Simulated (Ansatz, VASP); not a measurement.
One calculation of Ca3BF, two programs

Contents of INCAR:

```
SYSTEM = Ca3BF
PREC     = Accurate       ! precision mode
ENCUT    = 520            ! plane-wave cutoff, eV
EDIFF    = 1E-7           ! SCF threshold, eV
ISMEAR   = 0              ! smearing method
SIGMA    = 0.1            ! smearing width, eV
LREAL    = .False.        ! projectors in reciprocal space
LASPH    = .True.         ! aspherical terms in the spheres
NELM     = 100            ! most SCF steps
ALGO     = Normal         ! electronic algorithm
ISIF     = 2              ! what is computed and relaxed
LWAVE    = .False.        ! write WAVECAR
LCHARG   = .True.         ! write CHGCAR
GGA      = PE             ! functional
LELF     = .True.         ! ELF
LVHAR    = .True.       
NBANDS   = 28             ! bands
```

Contents of KPOINTS:

```
Automatic mesh
0
Gamma
  4 4 4
  0 0 0
```

File POSCAR:

```
Ca3BF
1.0
    4.5777038400      0.0000000000      0.0000000000
    0.0000000000      4.5777038400      0.0000000000
    0.0000000000      0.0000000000      4.5777038400
Ca B F
3 1 1
Direct
    0.0000000000      0.5000000000      0.5000000000
    0.5000000000      0.0000000000      0.5000000000
    0.5000000000      0.5000000000      0.0000000000
    0.5000000000      0.5000000000      0.5000000000
    0.0000000000      0.0000000000      0.0000000000
```

Input for Ansatz:

```yaml
crystal:
  lattice:
    - [4.57770384, 0.0, 0.0]
    - [0.0, 4.57770384, 0.0]
    - [0.0, 0.0, 4.57770384]
  atoms:
    - { symbol: Ca, position: [0.0, 0.5, 0.5] }
    - { symbol: Ca, position: [0.5, 0.0, 0.5] }
    - { symbol: Ca, position: [0.5, 0.5, 0.0] }
    - { symbol: B, position: [0.5, 0.5, 0.5] }
    - { symbol: F, position: [0.0, 0.0, 0.0] }
basis:
  ecutwfc: 420
kpoints:
  mp_grid: { grid: [4, 4, 4] }
hamiltonian:
  xc: pbe
scf:
  occupations: { method: gaussian, width: 0.1 }
  lower_state_search: "off"
output:
  forces: true
  stress: true
  eigenvalues: true
```

Change from the starting cell: species swapped into the Sc3SnB type (Pm-3m, No. 221).

Alike in both runs: task single point; functional PBE; k mesh 4 × 4 × 4; occupations gaussian, width 0.1 eV; no spin polarisation.

|  | VASP | Ansatz |
| --- | --- | --- |
| version | VASP 6.6.1 | Ansatz 0.2.0 |
| potentials or method | VASP PAW PBE potentials, release 64 (Ca_sv, B, F) | scalar-relativistic, plane waves, PAW |
| plane-wave cutoff (eV) | 520 | 420 |
| valence electrons in the cell | 40 | 40 |

|  | VASP | Ansatz | Ansatz less VASP |
| --- | --- | --- | --- |
| gap on the k mesh at the Fermi level (eV) | none | none | - |
| pressure (GPa) | 22.7 | 22.5 | -0.13 |

A gap of «none» marks a metal or a gap that the smearing closes.

Caveats: so large a pressure means that the cell lies far from this level's equilibrium, or that cutoff or potentials fall short (VASP).
